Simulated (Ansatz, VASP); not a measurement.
# GaN: VASP beside Ansatz, part 2 of 3

Aim: how closely do two programs agree when they are given the same cell, functional and k mesh? The cell is taken from a series of runs on this material, whose earlier steps may have relaxed, scaled, displaced or heated it; both programs get it as it stands.

VASP 6.6.1 and Ansatz 0.2.0.

So far: Starting point; VASP: zone-centre phonons, PBE.

**2. VASP: zone-centre phonons, PBE (continued)**

Level of this step: PBE; plane waves and PAW (N, Ga_d) (VASP).

OUTCAR, selected parts (step 2):

```text
ion  position               nearest neighbor table
   1  0.333  0.667  0.376-   4 1.96   4 1.96   4 1.96   3 1.97
   2  0.667  0.333  0.876-   3 1.96   3 1.96   3 1.96   4 1.97
   3  0.333  0.667  0.999-   2 1.96   2 1.96   2 1.96   1 1.97
   4  0.667  0.333  0.499-   1 1.96   1 1.96   1 1.96   2 1.97

  LATTYP: Found a hexagonal cell.
 ALAT       =     3.2078562552
 C/A-ratio  =     1.6291423118

 Subroutine GETGRP returns: Found 12 space group operations
 (whereof  6 operations were pure point group operations)

The static configuration has the point symmetry C_3v.
 The point group associated with its full space group is C_6v.

 Found    185 irreducible k-points:

   k-points           NKPTS =    185   k-points in BZ     NKDIM =    185   number of bands    NBANDS=     24

   dimension x,y,z NGX =    28 NGY =   28 NGZ =   42
   dimension x,y,z NGXF=    56 NGYF=   56 NGZF=   84

   ENCUT  =  600.0 eV  44.10 Ry    6.64 a.u.   6.41  6.41 10.44*2*pi/ulx,y,z

   NELECT =      36.0000    total number of electrons

 k-points in reciprocal lattice and weights: Automatic mesh
   0.00000000  0.00000000  0.00000000       0.000
   0.05555556  0.00000000  0.00000000       0.002
   0.11111111  0.00000000  0.00000000       0.002
   0.16666667  0.00000000  0.00000000       0.002
   0.22222222  0.00000000  0.00000000       0.002
   0.27777778  0.00000000  0.00000000       0.002
   0.33333333  0.00000000  0.00000000       0.002
   0.38888889  0.00000000  0.00000000       0.002
   0.44444444  0.00000000  0.00000000       0.002
[...]
-1.603928128  2.778085009  0.000000000     0.000000000  0.359960187  0.000000000
     0.000000000  0.000000000  5.226054355     0.000000000  0.000000000  0.191348947

 POSITION                                       TOTAL-FORCE (eV/Angst)
 -----------------------------------------------------------------------------------
     -0.00000      1.85206      1.96420         0.000000     -0.000000      0.000095
      1.60393      0.92603      4.57723        -0.000000     -0.000000      0.000095
     -0.00000      1.85206      5.22162        -0.000000     -0.000000     -0.000095
      1.60393      0.92603      2.60859         0.000000      0.000000     -0.000095
 -----------------------------------------------------------------------------------
    total drift:                                0.000000      0.000000     -0.000084

 MACROSCOPIC STATIC DIELECTRIC TENSOR (including local field effects in DFT)
 ------------------------------------------------------
           5.837999     0.000000     0.000000
           0.000000     5.837999     0.000000
           0.000000     0.000000     6.031213
 ------------------------------------------------------

 PIEZOELECTRIC TENSOR (including local field effects)  for field in x, y, z        (C/m^2)
          XX          YY          ZZ          XY          YZ          ZX
  --------------------------------------------------------------------------------
  x     0.00000    -0.00000     0.00000     0.00000     0.00000     0.55721
  y     0.00000     0.00000     0.00000     0.00000     0.55720     0.00000
  z     0.51372     0.51372    -1.04057     0.00000     0.00000     0.00000

 BORN EFFECTIVE CHARGES (including local field effects) (in |e|, cummulative output)
 ---------------------------------------------------------------------------------
 ion    1
    1    -2.62713     0.00000    -0.00000
    2     0.00000    -2.62713     0.00000
    3     0.00000    -0.00000    -2.76886
 ion    2
    1    -2.62713     0.00000     0.00000
    2     0.00000    -2.62713    -0.00000
    3     0.00000     0.00000    -2.76886
 ion    3
    1     2.62713    -0.00000     0.00000
    2     0.00000     2.62713     0.00000
    3     0.00000     0.00000     2.76886
 ion    4
    1     2.62713     0.00000     0.00000
    2     0.00000     2.62713     0.00000
    3     0.00000    -0.00000     2.76886

 Eigenvectors and eigenvalues of the dynamical matrix
 ----------------------------------------------------

   1 f  =   19.866538 THz   124.825142 2PiTHz  662.676388 cm-1    82.161364 meV
             X         Y         Z           dx          dy          dz
     -0.000000  1.852057  1.964203    -0.000000   -0.000000   -0.706405
      1.603928  0.926028  4.577230    -0.000000    0.000000    0.706405
     -0.000000  1.852057  5.221622    -0.000000   -0.000000    0.031489
      1.603928  0.926028  2.608595     0.000000   -0.000000   -0.031489

   2 f  =   16.085998 THz   101.071305 2PiTHz  536.571129 cm-1    66.526311 meV
             X         Y         Z           dx          dy          dz
     -0.000000  1.852057  1.964203     0.000029    0.664801   -0.000000
      1.603928  0.926028  4.577230    -0.000029   -0.664801   -0.000000
     -0.000000  1.852057  5.221622     0.000011    0.240914   -0.000000
      1.603928  0.926028  2.608595    -0.000011   -0.240914    0.000000

   3 f  =   16.085998 THz   101.071305 2PiTHz  536.571129 cm-1    66.526311 meV
             X         Y         Z           dx          dy          dz
     -0.000000  1.852057  1.964203     0.664801   -0.000029   -0.000000
      1.603928  0.926028  4.577230    -0.664801    0.000029    0.000000
     -0.000000  1.852057  5.221622     0.240914   -0.000011    0.000000
      1.603928  0.926028  2.608595    -0.240914    0.000011    0.000000

   4 f  =   15.844496 THz    99.553907 2PiTHz  528.515511 cm-1    65.527542 meV
             X         Y         Z           dx          dy          dz
     -0.000000  1.852057  1.964203    -0.000011   -0.645234   -0.000000
      1.603928  0.926028  4.577230    -0.000011   -0.645234    0.000000
     -0.000000  1.852057  5.221622     0.000005    0.289262   -0.000000
      1.603928  0.926028  2.608595     0.000005    0.289262   -0.000000

   5 f  =   15.844496 THz    99.553907 2PiTHz  528.515511 cm-1    65.527542 meV
             X         Y         Z           dx          dy          dz
     -0.000000  1.852057  1.964203    -0.645234    0.000011    0.000000
      1.603928  0.926028  4.577230    -0.645234    0.000011   -0.000000
     -0.000000  1.852057  5.221622     0.289262   -0.000005   -0.000000
      1.603928  0.926028  2.608595     0.289262   -0.000005   -0.000000

   6 f  =   15.156247 THz    95.229508 2PiTHz  505.557978 cm-1    62.681172 meV
             X         Y         Z           dx          dy          dz
     -0.000000  1.852057  1.964203    -0.000000   -0.000000   -0.645232
      1.603928  0.926028  4.577230    -0.000000    0.000000   -0.645232
     -0.000000  1.852057  5.221622    -0.000000   -0.000000    0.289267
      1.603928  0.926028  2.608595    -0.000000   -0.000000    0.289267

   7 f  =    9.683649 THz    60.844161 2PiTHz  323.011760 cm-1    40.048336 meV
             X         Y         Z           dx          dy          dz
     -0.000000  1.852057  1.964203    -0.000000   -0.000000    0.031489
      1.603928  0.926028  4.577230    -0.000000    0.000000   -0.031489
     -0.000000  1.852057  5.221622    -0.000000   -0.000000    0.706405
      1.603928  0.926028  2.608595    -0.000000   -0.000000   -0.706405

   8 f  =    4.077001 THz    25.616552 2PiTHz  135.994109 cm-1    16.861113 meV
             X         Y         Z           dx          dy          dz
     -0.000000  1.852057  1.964203     0.000041    0.240914   -0.000000
      1.603928  0.926028  4.577230    -0.000041   -0.240914   -0.000000
     -0.000000  1.852057  5.221622    -0.000113   -0.664801    0.000000
      1.603928  0.926028  2.608595     0.000113    0.664801   -0.000000

   9 f  =    4.077001 THz    25.616552 2PiTHz  135.994109 cm-1    16.861113 meV
             X         Y         Z           dx          dy          dz
     -0.000000  1.852057  1.964203    -0.240914    0.000041   -0.000000
      1.603928  0.926028  4.577230     0.240914   -0.000041    0.000000
     -0.000000  1.852057  5.221622     0.664801   -0.000113    0.000000
      1.603928  0.926028  2.608595    -0.664801    0.000113    0.000000

  10 f/i=    0.002482 THz     0.015596 2PiTHz    0.082796 cm-1     0.010265 meV
             X         Y         Z           dx          dy          dz
     -0.000000  1.852057  1.964203    -0.000000   -0.000000    0.289267
      1.603928  0.926028  4.577230    -0.000000   -0.000000    0.289267
     -0.000000  1.852057  5.221622    -0.000000   -0.000000    0.645232
      1.603928  0.926028  2.608595    -0.000000   -0.000000    0.645232

  11 f/i=    0.002491 THz     0.015653 2PiTHz    0.083100 cm-1     0.010303 meV
             X         Y         Z           dx          dy          dz
     -0.000000  1.852057  1.964203    -0.288617    0.019310   -0.000000
      1.603928  0.926028  4.577230    -0.288617    0.019310   -0.000000
     -0.000000  1.852057  5.221622    -0.643795    0.043073   -0.000000
      1.603928  0.926028  2.608595    -0.643795    0.043073   -0.000000

  12 f/i=    0.002491 THz     0.015653 2PiTHz    0.083100 cm-1     0.010303 meV
             X         Y         Z           dx          dy          dz
     -0.000000  1.852057  1.964203    -0.019310   -0.288617   -0.000000
      1.603928  0.926028  4.577230    -0.019310   -0.288617   -0.000000
     -0.000000  1.852057  5.221622    -0.043073   -0.643795   -0.000000
      1.603928  0.926028  2.608595    -0.043073   -0.643795   -0.000000

 MACROSCOPIC STATIC DIELECTRIC TENSOR IONIC CONTRIBUTION
 ------------------------------------------------------
           4.476758     0.000000    -0.000000
           0.000000     4.476758    -0.000000
          -0.000000    -0.000000     5.434621
 ------------------------------------------------------

 ELASTIC MODULI CONTR FROM IONIC RELAXATION (kBar)
 Direction    XX          YY          ZZ          XY          YZ          ZX
 --------------------------------------------------------------------------------
 XX        -531.4031    250.6696    265.4503     -0.0000     -0.0000      0.0000
 YY         250.6696   -531.4031    265.4503      0.0000      0.0000     -0.0000
 ZZ         265.4503    265.4503   -501.9983      0.0000     -0.0000     -0.0000
 XY          -0.0000      0.0000      0.0000   -391.0364      0.0000     -0.0000
 YZ          -0.0000      0.0000     -0.0000      0.0000   -122.3507     -0.0000
 ZX           0.0000     -0.0000     -0.0000     -0.0000     -0.0000   -132.0600
 --------------------------------------------------------------------------------

 PIEZOELECTRIC TENSOR IONIC CONTR  for field in x, y, z        (C/m^2)
          XX          YY          ZZ          XY          YZ          ZX
  --------------------------------------------------------------------------------
  x     0.00000    -0.00000    -0.00000    -0.00000    -0.00000    -0.72350
  y     0.00000     0.00000    -0.00000     0.00000    -0.69640    -0.00000
  z    -0.82184    -0.82184     1.55420    -0.00000     0.00000     0.00000
```

The gap is read on the k-mesh alone, so it is an upper bound where the band edges lie off the mesh. Energies printed during the response cycles are not total energies of the cell. The dielectric response converges more slowly with the mesh than energies do, so tensor and charges may still move on a finer one.

[end of part 2 of 3]

[Lines on the potential files, build, host, timing and source positions are cut from VASP's logs without a mark.]

[Logs are printed without paths, hosts, clocks, repeated set-up lines and the standing remarks that a program may print on its own settings, such as how far it seeks lower states.]

[Hosts, paths, dates, database ids (printed as entryN), source tags and the programs' standing remarks are cut or masked in the printed files.]
